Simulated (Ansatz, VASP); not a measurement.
**BeBrF in two plane-wave programs**

One calculation is typed for both programs; each brings its own data sets. How far apart do they land? The cell is generated by rule, not measured, and may not be a known phase. Of the first pair: The cell is taken from a series of runs on this material, whose earlier steps may have relaxed, scaled, displaced or heated it; both programs get it as it stands.

Method: plane waves, with VASP 6.6.1 beside it; zone-centre phonons at PBEsol and relaxation of cell and atoms at PBEsol, in Ansatz 0.2.0.

## 1. Starting point

The structure is orthorhombic, space group Aem2 (No. 39). Conventional cell: a = 7.383 Å, b = 5.056 Å, c = 9.911 Å, α = 90.00°, β = 90.00°, γ = 90.00°. Nearest to Be lie 2 F at 1.52 Å and 1 Br at 2.00 Å. Br has 1 Be at 2.00 Å nearest. Nearest to F lie 2 Be at 1.52 Å. Farther neighbours and most contacts between anions are not listed.

## 2. VASP: zone-centre phonons, PBEsol

Second derivatives magnify differences that forces hide, and they need a tight electronic threshold.

Lines of VASP's logs that name or quote its potential files are left out, and so is its time.

The input, INCAR:

```
SYSTEM = BeBrF
PREC = Accurate
ENCUT = 600
EDIFF = 1E-08
NELM = 120
ISMEAR = 0
SIGMA = 0.01
LREAL = .FALSE.
ALGO = Normal
GGA = PS
NBANDS = 22
LORBIT = 11
LWAVE = .FALSE.
LCHARG = .FALSE.
ISIF = 2
IBRION = 8
LEPSILON = .TRUE.
LASPH = .TRUE.
GGA_COMPAT = .FALSE.
EFERMI = MIDGAP
KPAR = 2
```

The input, POSCAR:

```
BeBrF
1.0
    7.3829629718      0.0000000000      0.0000000000
    0.0000000000      2.5280965117      4.9554586217
    0.0000000000     -2.5280965117      4.9554586217
Be Br F
2 2 2
Direct
    0.9226897856      0.7472177888      0.2472177888
    0.0773102144      0.2472177888      0.7472177888
    0.2577242753      0.0965760892      0.5965760892
    0.7422757247      0.5965760892      0.0965760892
    0.0000000000      0.0595251859      0.0595251859
    0.0000000000      0.5595251859      0.5595251859
```

The input, KPOINTS:

```
Automatic mesh
0
Gamma
4 4 4
0 0 0
```

Potentials, in the order of the species: Be, Br and F (PBE family, release 64).

Run with:

```sh
$ mpirun -np 2 vasp_std
```

Numbers of over 12 decimals in the logs are rounded to 6 here.

Log:

```text
[banner, memory and clock lines left out]
running    2 mpi-ranks, on    1 nodes
 distrk:  each k-point on    1 cores,    2 groups
 distr:  one band on    1 cores,    1 groups

 POSCAR found type information on POSCAR BeBrF
 POSCAR found :  3 types and       6 ions
|                                                                             |
|               ----> ADVICE to this user running VASP <----                  |
|                                                                             |
|     You enforced a specific xc type in the INCAR file but a different       |
|     [... a line on the potential file left out ...]
|     I HOPE YOU KNOW WHAT YOU ARE DOING!                                     |
|                                                                             |

 LDA part: xc-table for (Slater+PW92), standard interpolation
 POSCAR, INCAR and KPOINTS ok, starting setup
 FFT: planning ... GRIDC
 FFT: planning ... GRID_SOFT
 FFT: planning ... GRID
 WAVECAR not read
 entering main loop
       N       E                     dE             d eps       ncg     rms          rms(c)
DAV:   1     0.247236506319E+03    0.24724E+03   -0.14263E+04   924   0.132E+03
DAV:   2    -0.435154410156E+01   -0.25159E+03   -0.24284E+03  1276   0.271E+02
DAV:   3    -0.279761578485E+02   -0.23625E+02   -0.23541E+02  1152   0.950E+01
DAV:   4    -0.283023970710E+02   -0.32624E+00   -0.32596E+00  1122   0.128E+01
DAV:   5    -0.283068958912E+02   -0.44988E-02   -0.44983E-02  1146   0.145E+00    0.795E+00
DAV:   6    -0.272131102308E+02    0.10938E+01   -0.37685E+00  1140   0.119E+01    0.355E+00
DAV:   7    -0.271544406714E+02    0.58670E-01   -0.15454E-01  1056   0.212E+00    0.208E+00
DAV:   8    -0.271714154880E+02   -0.16975E-01   -0.86799E-02  1128   0.175E+00    0.283E-01
DAV:   9    -0.271746518164E+02   -0.32363E-02   -0.58713E-03  1032   0.438E-01    0.230E-01
DAV:  10    -0.271770634687E+02   -0.24117E-02   -0.17727E-03  1056   0.244E-01    0.129E-01
DAV:  11    -0.271776867246E+02   -0.62326E-03   -0.61593E-04  1062   0.161E-01    0.365E-02
DAV:  12    -0.271778042603E+02   -0.11754E-03   -0.20165E-04  1080   0.933E-02    0.111E-02
DAV:  13    -0.271778192426E+02   -0.14982E-04   -0.13407E-05  1074   0.254E-02    0.879E-03
DAV:  14    -0.271778208640E+02   -0.16215E-05   -0.18728E-06  1104   0.796E-03    0.298E-03
DAV:  15    -0.271778209427E+02   -0.78623E-07   -0.32144E-07  1098   0.344E-03    0.100E-03
DAV:  16    -0.271778209626E+02   -0.19971E-07   -0.70010E-08  1128   0.177E-03    0.236E-04
DAV:  17    -0.271778209525E+02    0.10111E-07   -0.75566E-09   774   0.631E-04    0.113E-04
DAV:  18    -0.271778209557E+02   -0.31769E-08   -0.88888E-10   762   0.208E-04
   1 F= -.27177821E+02 E0= -.27177821E+02  d E =0.000000E+00
 Linear response reoptimize wavefunctions to high precision
DAV:   1    -0.271778209569E+02   -0.12187E-08   -0.12823E-10   726   0.855E-05
DAV:   2    -0.271778209569E+02    0.29104E-10   -0.33708E-11   636   0.276E-05
 Linear response G [H, r] |phi>, progress :
  Direction:   1
       N       E                     dE             d eps       ncg     rms
RMM:   1    -0.124478955937E+03   -0.12448E+03    0.14550E+02  2083   0.904E+01
RMM:   2    -0.122304138110E+03    0.21748E+01   -0.77740E+00  1570   0.157E+01
RMM:   3    -0.122322094446E+03   -0.17956E-01   -0.29621E-01  1667   0.242E+00
RMM:   4    -0.122322691095E+03   -0.59665E-03   -0.14174E-02  1717   0.332E-01
RMM:   5    -0.122322182110E+03    0.50898E-03   -0.19727E-03  1720   0.609E-02
RMM:   6    -0.122322061160E+03    0.12095E-03   -0.43932E-04  1760   0.104E-02
RMM:   7    -0.122322026448E+03    0.34712E-04   -0.82861E-05  1732   0.261E-03
RMM:   8    -0.122322020156E+03    0.62918E-05   -0.19890E-05  1639   0.941E-04
RMM:   9    -0.122322019599E+03    0.55721E-06   -0.14462E-05  1404   0.688E-04
RMM:  10    -0.122322018579E+03    0.10197E-05   -0.66094E-05  1243   0.640E-04
RMM:  11    -0.122322018880E+03   -0.30094E-06   -0.83789E-05  1215   0.638E-04
RMM:  12    -0.122322018381E+03    0.49966E-06   -0.13474E-04  1205   0.637E-04
 Linear response G [H, r] |phi>, progress :
  Direction:   2
       N       E                     dE             d eps       ncg     rms
RMM:   1    -0.122942960883E+03   -0.12294E+03    0.17270E+02  1979   0.881E+01
RMM:   2    -0.122179400404E+03    0.76356E+00   -0.55803E+00  1566   0.146E+01
RMM:   3    -0.122178433880E+03    0.96652E-03   -0.16955E-01  1668   0.204E+00
RMM:   4    -0.122179553343E+03   -0.11195E-02   -0.41502E-03  1678   0.263E-01
RMM:   5    -0.122179586757E+03   -0.33414E-04   -0.19569E-04  1685   0.497E-02
RMM:   6    -0.122179589078E+03   -0.23206E-05   -0.30306E-06  1723   0.920E-03
RMM:   7    -0.122179589456E+03   -0.37791E-06    0.15228E-06  1727   0.239E-03
RMM:   8    -0.122179589640E+03   -0.18461E-06   -0.49959E-06  1468   0.966E-04
[...]
force on displaced ion       1 direction 3 :  -9.118  -0.000 -12.435
 Born effective charge ion    1 direction 3 :   0.611   0.000   1.482
 Linear response progress:
  Degree of freedom:   4/  9
       N       E                     dE             d eps       ncg     rms          rms(c)
RMM:   1    -0.156187743278E+00   -0.15619E+00    0.79249E-02  2274   0.144E+00
RMM:   2    -0.155530814311E+00    0.65693E-03   -0.21337E-03  1700   0.211E-01    0.103E-01
[...]
Born effective charge ion    3 direction 2 :  -0.000  -0.494  -0.000
 Linear response progress:
  Degree of freedom:   6/  9
       N       E                     dE             d eps       ncg     rms          rms(c)
RMM:   1    -0.150015729828E+00   -0.15002E+00    0.83746E-02  2349   0.145E+00
RMM:   2    -0.149555438965E+00    0.46029E-03   -0.21938E-03  1705   0.213E-01    0.116E-01
RMM:   3    -0.149712701155E+00   -0.15726E-03   -0.37905E-04  1836   0.786E-02    0.540E-02
RMM:   4    -0.150015088692E+00   -0.30239E-03   -0.25632E-04  1912   0.588E-02    0.159E-02
RMM:   5    -0.149944619166E+00    0.70470E-04   -0.10948E-05  1912   0.176E-02    0.725E-03
RMM:   6    -0.149985884125E+00   -0.41265E-04   -0.52567E-06  1904   0.655E-03    0.398E-03
RMM:   7    -0.149990944503E+00   -0.50604E-05   -0.14186E-06  1858   0.283E-03    0.109E-03
RMM:   8    -0.149986391954E+00    0.45525E-05    0.52099E-07  1867   0.884E-04    0.254E-04
RMM:   9    -0.149987534125E+00   -0.11422E-05    0.11609E-07  1843   0.542E-04    0.172E-04
RMM:  10    -0.149987680146E+00   -0.14602E-06   -0.56300E-08  1891   0.148E-04    0.549E-05
RMM:  11    -0.149987821086E+00   -0.14094E-06   -0.42539E-08  1940   0.952E-05    0.108E-05
RMM:  12    -0.149987863405E+00   -0.42319E-07    0.22793E-08  1938   0.297E-05    0.119E-05
RMM:  13    -0.149987855028E+00    0.83775E-08    0.15014E-09  1895   0.123E-05    0.208E-06
 first order change of Fermi-energy  -0.53347E-01
 force on displaced ion       3 direction 3 :   6.513  -0.000  -7.685
 Born effective charge ion    3 direction 3 :   0.280   0.000  -0.688
 Linear response progress:
  Degree of freedom:   7/  9
       N       E                     dE             d eps       ncg     rms          rms(c)
RMM:   1    -0.545306113835E+00   -0.54531E+00    0.58296E-01  3025   0.395E+00
RMM:   2    -0.537385560078E+00    0.79206E-02   -0.81593E-03  2495   0.627E-01    0.115E-01
RMM:   3    -0.538738600496E+00   -0.13530E-02   -0.77037E-04  2494   0.164E-01    0.624E-02
RMM:   4    -0.540341875288E+00   -0.16033E-02   -0.39169E-04  2547   0.109E-01    0.137E-02
RMM:   5    -0.540434586480E+00   -0.92711E-04   -0.27573E-05  2857   0.249E-02    0.551E-03
RMM:   6    -0.540304411539E+00    0.13017E-03   -0.38470E-06  2754   0.106E-02    0.260E-03
RMM:   7    -0.540337019741E+00   -0.32608E-04   -0.85105E-07  2734   0.369E-03    0.127E-03
RMM:   8    -0.540323025208E+00    0.13995E-04   -0.10476E-06  2707   0.296E-03    0.484E-04
RMM:   9    -0.540321556894E+00    0.14683E-05    0.76950E-08  2806   0.948E-04    0.155E-04
RMM:  10    -0.540323520219E+00   -0.19633E-05   -0.14176E-08  2837   0.233E-04    0.919E-05
RMM:  11    -0.540323166429E+00    0.35379E-06   -0.67095E-08  2662   0.253E-04    0.291E-05
RMM:  12    -0.540323395348E+00   -0.22892E-06    0.11891E-08  2824   0.439E-05    0.106E-05
RMM:  13    -0.540323327975E+00    0.67373E-07    0.97756E-09  2866   0.444E-05    0.659E-06
RMM:  14    -0.540323322448E+00    0.55269E-08    0.10120E-08  2795   0.154E-05    0.253E-06
 first order change of Fermi-energy   0.85294E-06
 force on displaced ion       5 direction 1 :  -5.831  -7.828  -0.003
 Born effective charge ion    5 direction 1 :  -0.699  -0.472   0.000
 Linear response progress:
  Degree of freedom:   8/  9
       N       E                     dE             d eps       ncg     rms          rms(c)
RMM:   1    -0.548514202255E+00   -0.54851E+00    0.69714E-01  3062   0.383E+00
RMM:   2    -0.535789594389E+00    0.12725E-01   -0.11736E-02  2517   0.674E-01    0.166E-01
RMM:   3    -0.537260192570E+00   -0.14706E-02   -0.11050E-03  2499   0.204E-01    0.912E-02
RMM:   4    -0.539439203206E+00   -0.21790E-02   -0.11075E-03  2636   0.163E-01    0.205E-02
RMM:   5    -0.539426927175E+00    0.12276E-04   -0.39376E-05  2766   0.311E-02    0.539E-03
RMM:   6    -0.539426185027E+00    0.74215E-06   -0.13652E-06  2938   0.647E-03    0.162E-03
RMM:   7    -0.539437289881E+00   -0.11105E-04   -0.63343E-07  2900   0.222E-03    0.697E-04
RMM:   8    -0.539429708918E+00    0.75810E-05   -0.15794E-07  2660   0.134E-03    0.376E-04
RMM:   9    -0.539434399488E+00   -0.46906E-05   -0.16147E-07  2807   0.844E-04    0.171E-04
RMM:  10    -0.539433360309E+00    0.10392E-05   -0.73725E-08  2888   0.340E-04    0.594E-05
RMM:  11    -0.539433717674E+00   -0.35737E-06   -0.18013E-08  2976   0.112E-04    0.182E-05
RMM:  12    -0.539433685818E+00    0.31856E-07   -0.91143E-09  2909   0.459E-05    0.458E-06
RMM:  13    -0.539433660369E+00    0.25448E-07   -0.11860E-08  2938   0.191E-05    0.273E-06
RMM:  14    -0.539433649061E+00    0.11308E-07   -0.96444E-09  2727   0.176E-05    0.616E-07
RMM:  15    -0.539433655757E+00   -0.66955E-08    0.29099E-09  1990   0.132E-05    0.397E-07
 first order change of Fermi-energy   0.81232E-05
 force on displaced ion       5 direction 2 :  -7.806 -20.336  -0.015
 Born effective charge ion    5 direction 2 :  -0.419  -1.319   0.000
 Linear response progress:
  Degree of freedom:   9/  9
       N       E                     dE             d eps       ncg     rms          rms(c)
RMM:   1    -0.540633529372E+00   -0.54063E+00    0.64626E-01  2030   0.394E+00
RMM:   2    -0.533756590771E+00    0.68769E-02   -0.80350E-03  1723   0.591E-01    0.140E-01
RMM:   3    -0.535080718369E+00   -0.13241E-02   -0.88899E-04  1796   0.177E-01    0.715E-02
RMM:   4    -0.536497600030E+00   -0.14169E-02   -0.23915E-04  1713   0.864E-02    0.190E-02
RMM:   5    -0.536868503267E+00   -0.37090E-03   -0.27854E-05  1859   0.261E-02    0.676E-03
RMM:   6    -0.536803155109E+00    0.65348E-04   -0.10924E-06  1830   0.930E-03    0.164E-03
RMM:   7    -0.536824145238E+00   -0.20990E-04   -0.13904E-06  1958   0.288E-03    0.891E-04
RMM:   8    -0.536807308762E+00    0.16836E-04    0.34033E-07  1851   0.180E-03    0.633E-04
RMM:   9    -0.536817966115E+00   -0.10657E-04   -0.16703E-07  1750   0.108E-03    0.972E-05
RMM:  10    -0.536818082338E+00   -0.11622E-06   -0.72393E-08  1912   0.396E-04    0.794E-05
RMM:  11    -0.536818273537E+00   -0.19120E-06    0.33833E-08  1978   0.130E-04    0.261E-05
RMM:  12    -0.536818158403E+00    0.11513E-06   -0.86912E-09  1857   0.792E-05    0.132E-05
RMM:  13    -0.536818161491E+00   -0.30880E-08    0.17576E-08  1993   0.381E-05    0.634E-06
 first order change of Fermi-energy  -0.29222E+00
 force on displaced ion       5 direction 3 :   0.000   0.000  -7.357
 Born effective charge ion    5 direction 3 :   0.000   0.000  -0.794
 Born effective charges drift removed
 Linear response finished
```

(Part 1 of 3 ends here.)

[Lines on the potential files, build, host, timing and source positions are cut from VASP's logs without a mark.]

[Logs are printed without paths, hosts, clocks, repeated set-up lines and the standing remarks that a program may print on its own settings, such as how far it seeks lower states.]

[Hosts, paths, dates, database ids (printed as entryN), source tags and the programs' standing remarks are cut or masked in the printed files.]
